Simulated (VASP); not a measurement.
A run of VASP 6.6.1 is set up as follows.

Contents of INCAR:

```
ALGO     = Normal         # electronic algorithm
EDIFF    = 1E-6           # SCF threshold, eV
EDIFFG   = -0.01          # ionic threshold
ENCUT    = 600            # plane-wave cutoff, eV
GGA      = PE             # functional
IBRION   = 2              # ionic algorithm
ISIF     = 3              # what is computed and relaxed
ISMEAR   = 1              # smearing method
IVDW     = 12             # dispersion correction
LASPH    = T              # aspherical terms in the spheres
LCHARG   = F              # write CHGCAR
LREAL    = F              # projectors in reciprocal space
LWAVE    = F              # write WAVECAR
NELM     = 80             # most SCF steps
NSW      = 90             # ionic steps
PREC     = Accurate       # precision mode
SIGMA    = 0.1            # smearing width, eV
```

File KPOINTS:

```
k-points
0
Gamma
  12 12 12
```

POSCAR

```
Rb
1.0
   -2.8025000000      2.8025000000      2.8025000000
    2.8025000000     -2.8025000000      2.8025000000
    2.8025000000      2.8025000000     -2.8025000000
Rb
1
Direct
    0.0000000000      0.0000000000      0.0000000000
```

Potentials or basis: VASP PAW PBE potentials, release 64 (Rb_sv).

The run is started by

```sh
$ cat potpaw_PBE.64/Rb_sv/POTCAR > POTCAR
$ mpirun -np 1 vasp_std > vasp.out
```

(1) What does it give for the relaxed cell?

(2) Predict the relaxed volume.

(3) Estimate the band gap on the k mesh.

Answers

(1) a = 4.812 Å, b = 4.812 Å, c = 4.812 Å, α = 109.47°, β = 109.47°, γ = 109.47°.

(2) 85.76 Å³/atom.

(3) none (metal or under the smearing width).

Caveat: pairwise dispersion overbinds metals, which lowers pressure and volume.
